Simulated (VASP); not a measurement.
Take CdSe (zinc blende), without spin-orbit terms, in VASP with PAW potentials, and its band gap.

Task: One run gives 0.55 eV. Which level is it?
A. r2SCAN (own cell)
B. AM05 (own cell)
C. PBE (own cell)
D. PBEsol (own cell)

Result: B, AM05 (own cell).  The others give 1.04 (r2SCAN (own cell)), 0.50 (PBE (own cell)), 0.48 (PBEsol (own cell)).

Only levels that ran to the end are used. Left out are those held back, those with too coarse a band path, GW runs whose mesh misses a band edge, hybrids' fits of cells that aren't cubic and levels without matching references; a question may draw on a part of the rest.

The compound is CdSe in the zinc blende structure, whereas wurtzite is the usual form.
